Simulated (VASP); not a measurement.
Here is the system:

```yaml
crystal:
  lattice:
    - [-2.05564, 2.05564, 5.57930]
    - [2.05564, -2.05564, 5.57930]
    - [2.05564, 2.05564, -5.57930]
  atoms:
    - { symbol: Eu, position: [0.00000, 0.00000, 0.00000] }
    - { symbol: Al, position: [0.75000, 0.25000, 0.50000] }
    - { symbol: Al, position: [0.25000, 0.75000, 0.50000] }
    - { symbol: Zn, position: [0.60937, 0.60937, 0.00000] }
    - { symbol: Zn, position: [0.39063, 0.39063, 0.00000] }
```

The numbers are results of PBEsol GGA, VASP's PBE PAW potentials (set 64) (plane waves; VASP 6.6.1), not measurements. Run with 480 eV cut-off, 10×10×10 Γ-centred mesh, first-order Methfessel-Paxton smearing of 0.10 eV, potentials Eu_2 Al Zn.

The 4f electrons are frozen in the core of the lanthanide potential, so 4f levels, which can set the real gap, and their magnetism are missing.

Each row applies one change to this cell, which was relaxed at other settings and keeps the small stress of the first row; at a fixed cut-off the stress holds a Pulay part, so it need not integrate to ΔE exactly. Stress is in GPa, positive when the cell is compressed.

```csv
change,ΔE (meV/atom),σxx,σyy,σzz,"largest shear component, with its sign (GPa)",largest force (eV/Å)
none,0.0,0.02,0.02,0.44,0.00,0.023
biaxial strain of +1.5 % in the xy plane with the ions relaxed,4.0,-2.24,-2.24,-0.79,0.00,0.001
isotropic strain of +3.0 %,28.3,-5.04,-5.04,-4.97,0.00,0.040
biaxial strain of +3.0 % in the yz plane,16.1,-1.62,-4.91,-4.03,0.00,0.076
uniaxial strain of +3.0 % along y,[?],[?],[?],[?],[?],[?]
isotropic strain of -2.0 %,17.6,4.85,4.85,5.59,0.00,0.072
atom 2 (Al) moved by -0.100 Å along z,[?],[?],[?],[?],[?],[?]
```

Fill in the missing entries.

- uniaxial strain of +3.0 % along y, ΔE (meV/atom): 7.3
- uniaxial strain of +3.0 % along y, σxx: -0.42
- uniaxial strain of +3.0 % along y, σyy: -4.01
- uniaxial strain of +3.0 % along y, σzz: -0.83
- uniaxial strain of +3.0 % along y, largest shear component, with its sign (GPa): 0.00
- uniaxial strain of +3.0 % along y, largest force (eV/Å): 0.083
- atom 2 (Al) moved by -0.100 Å along z, ΔE (meV/atom): 5.0
- atom 2 (Al) moved by -0.100 Å along z, σxx: 0.70
- atom 2 (Al) moved by -0.100 Å along z, σyy: -0.40
- atom 2 (Al) moved by -0.100 Å along z, σzz: 0.54
- atom 2 (Al) moved by -0.100 Å along z, largest shear component, with its sign (GPa): 0.00
- atom 2 (Al) moved by -0.100 Å along z, largest force (eV/Å): 0.503

Failed runs are left out, and for metals the shear rows, which the mesh's noise covers.

The structure comes from a computed database's Al2EuZn2 entry (I4/mmm); how it stands against other phases isn't given here.
